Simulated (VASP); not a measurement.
Input for VASP

**INCAR**
```
GGA = PS   # PBEsol
LWAVE = F
LCHARG = F
LMAXMIX = 4
LASPH = T   # aspherical one-centre terms
ALGO = Normal   # blocked Davidson
ISIF = 2
LREAL = F
NELM = 100
SIGMA = 0.05
ENCUT = 480
PREC = Accurate
SYSTEM = InSe
EDIFF = 1E-7   # SCF stop (eV)
ISMEAR = 0   # Gaussian
```

POSCAR:
```
InSe
1
    5.6962624186    -1.9975523358     0.0876151849
    5.6962624186     1.9975523358     0.0876151849
   -1.6144720192     0.0000000000     4.1115727382
In Se
2 2
Direct
  0.1142735647   0.1142735647   0.9713590773
  0.8857264353   0.8857264353   0.0286409227
  0.3453037199   0.3453037199   0.3627403028
  0.6546962801   0.6546962801   0.6372596972
```

KPOINTS:
```
Automatic mesh
0
Gamma
6 6 6
0 0 0
```

POTCAR, in this order: In_d Se (PBE.64 set). Program: vasp_std.

Q: Translate this PBEsol calculation to Quantum ESPRESSO's pw.x.

A: One equivalent input (not run):
```
&CONTROL
  calculation = 'scf'
  pseudo_dir = './pseudo'
  outdir = './out'
  tprnfor = .true.
  tstress = .true.
/
&SYSTEM
  ibrav = 0
  nat = 4
  ntyp = 2
  ecutwfc = 86
  occupations = 'smearing'
  smearing = 'gaussian'
  degauss = 0.003675
  input_dft = 'pbesol'
/
&ELECTRONS
  conv_thr = 7.3e-09
  electron_maxstep = 100
/
ATOMIC_SPECIES
  In 114.818 In.upf
  Se 78.971 Se.upf
CELL_PARAMETERS angstrom
     5.6962624   -1.9975523    0.0876152
     5.6962624    1.9975523    0.0876152
    -1.6144720    0.0000000    4.1115727
ATOMIC_POSITIONS crystal
  In   0.1142736  0.1142736  0.9713591
  In   0.8857264  0.8857264  0.0286409
  Se   0.3453037  0.3453037  0.3627403
  Se   0.6546963  0.6546963  0.6372597
K_POINTS automatic
  6 6 6 0 0 0
```
What does not carry over: the potentials are each code's own (VASP's PAW set, PseudoDojo norm-conserving files in pw.x), so ENCUT and ecutwfc are chosen apart and not converted; conv_thr bounds pw.x's estimated SCF error, while EDIFF bounds the energy change between steps.

The structure comes from a computed database's InSe entry (C2/m); how it stands against other phases isn't given here. This cell was strained or had an atom moved on purpose.
